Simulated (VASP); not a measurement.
A run of VASP 6.6.1:

Contents of INCAR:

```
SYSTEM = Nb
ALGO = Normal
EDIFF = 1E-7
EDIFFG = -0.005
ENCUT = 300
GGA = PE
IBRION = 2
ISIF = 3
ISMEAR = 1
LASPH = .TRUE.
LCHARG = .FALSE.
LREAL = .FALSE.
LWAVE = .FALSE.
NELM = 80
NSW = 90
PREC = Accurate
SIGMA = 0.1
```

File KPOINTS:

```
k-points
0
G
  8 8 8
  0 0 0
```

The input POSCAR:

```
Nb                                      
1.0
   -1.6600742912      1.6600742912      1.6600742912
    1.6600742912     -1.6600742912      1.6600742912
    1.6600742912      1.6600742912     -1.6600742912
  Nb            
     1
Direct
     0.0000000000000000    0.0000000000000000    0.0000000000000000
```

Potentials or basis: VASP PAW PBE potentials, release 64 (Nb_pv).

The run is started by

```sh
$ cat potpaw_PBE.64/Nb_pv/POTCAR > POTCAR
$ mpirun -np 1 vasp_std > vasp.out
```

Hardware: 1 thread of AMD EPYC 9R45 96-Core Processor (Zen 5), with other jobs on the host.

How long does it take, and how much memory?

Run time: 2 s on 1 thread of AMD EPYC 9R45 96-Core Processor (Zen 5) (shared host), peak memory 0.08 GiB. Counts: scf iterations 12, k points 29, ion steps 1.
